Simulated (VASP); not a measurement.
# ZnSn2N2 under changes of volume

One of the cells (18.488 Å³/atom); the others are scaled copies at fixed shape and fractional positions:

```
CELL_PARAMETERS angstrom
3.37453 0.00000 0.00000
0.00000 3.37453 0.00000
0.00000 0.00000 8.11762
ATOMIC_POSITIONS crystal
Sn 0.50000 0.50000 0.30583
Sn 0.50000 0.50000 0.69417
Zn 0.00000 0.00000 0.00000
N 0.00000 0.50000 0.85419
N 0.50000 0.00000 0.14581
```

The cell comes from a database or a generator and needn't be the stable form of this composition.

* Program: VASP 6.6.1
* Functional: PBE
* Potentials or basis: VASP PAW PBE potentials, release 64 (Sn_d, Zn, N)
* Cutoff: 520 eV
* k mesh: 8 × 8 × 4
* Occupations: fermi-dirac, width 0.05 eV
* Spin: no spin polarisation

```tsv
volume (Å³/atom)	energy over the lowest point (meV/atom)	pressure (GPa)	largest force (eV/Å)
17.038	?	?	?
17.400	6.13	3.7	0.505
17.763	0.00	1.6	0.279
18.488	0.78	-1.9	0.126
18.850	6.75	-3.4	0.309
19.213	15.88	-4.7	0.479
```

Problem. What does the run at 17.038 Å³/atom give?

Solution. Energy over the lowest point 17.28 meV/atom; pressure 6.0 GPa; largest force 0.750 eV/Å.

Worked out: A Birch-Murnaghan fit of order 3 (a polynomial in V^(-2/3)) to the other rows has its minimum at 18.08 Å³/atom with B0 = V·E''(V) = 90 GPa and B' = 4.9 at fixed shape and positions, which overstates the stiffness. It gives 17.32 meV/atom at 17.038 Å³/atom, against the run's 17.28, and -dE/dV = 6.2 GPa, against 6.0.

Energies are extrapolated to zero smearing.
